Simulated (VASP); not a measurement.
Level of theory: PBE GGA, VASP's PBE PAW potentials (set 64) (plane waves; VASP 6.6.1).

A VASP calculation is set up with these files.

**POSCAR**
```
Sc
1
    1.6419239327    -2.8438955875     0.0000000000
    1.6419239327     2.8438955875     0.0000000000
    0.0000000000     0.0000000000     5.1105560976
Sc
2
Direct
  0.3333330000   0.6666670000   0.2500000000
  0.6666670000   0.3333330000   0.7500000000
```

INCAR:
```
LASPH = .TRUE.   ! aspherical one-centre terms
SYSTEM = Sc
ENCUT = 480   ! plane-wave cut-off (eV)
GGA = PE
LREAL = .FALSE.   ! projection in real space or not
SIGMA = 0.1
LMAXMIX = 4
LWAVE = .FALSE.
NELM = 100   ! most electronic steps
ISMEAR = 1   ! Methfessel-Paxton
LCHARG = .FALSE.
ALGO = Normal   ! blocked Davidson
EDIFF = 1E-7   ! SCF stop (eV)
PREC = Accurate
ISIF = 2
```

File KPOINTS:
```
Regular mesh
0
G
  12 12 8
```

POTCAR, in this order: Sc_sv (PBE.64 set). Program: vasp_std.

### Question
Predict the energy per atom (σ→0), pressure, band gap (on the k-mesh).

### Answer

energy per atom (σ→0): -6.245 eV/atom
band gap (on the k-mesh): none (metal, semimetal or under 0.01 eV)
pressure: 1.79 GPa

OSZICAR:
```
...
DAV:   8    -0.124903935660E+02    0.97645E-02   -0.25949E-02  3886   0.240E+00    0.231E-01
DAV:   9    -0.124891445631E+02    0.12490E-02   -0.70053E-03  3678   0.104E+00    0.209E-02
DAV:  10    -0.124891572033E+02   -0.12640E-04   -0.11977E-04  4762   0.169E-01    0.770E-03
DAV:  11    -0.124891527364E+02    0.44668E-05   -0.30760E-06  4511   0.263E-02    0.200E-03
DAV:  12    -0.124891545454E+02   -0.18089E-05   -0.38015E-07  3207   0.746E-03    0.987E-04
DAV:  13    -0.124891540078E+02    0.53759E-06   -0.25167E-08  2076   0.307E-03    0.822E-05
DAV:  14    -0.124891540116E+02   -0.37853E-08   -0.66707E-09  1873   0.226E-03
   1 F= -.12489154E+02 E0= -.12489427E+02  d E =0.818114E-03
```

The compound is Sc in the hcp structure. This cell was strained or had an atom moved on purpose.
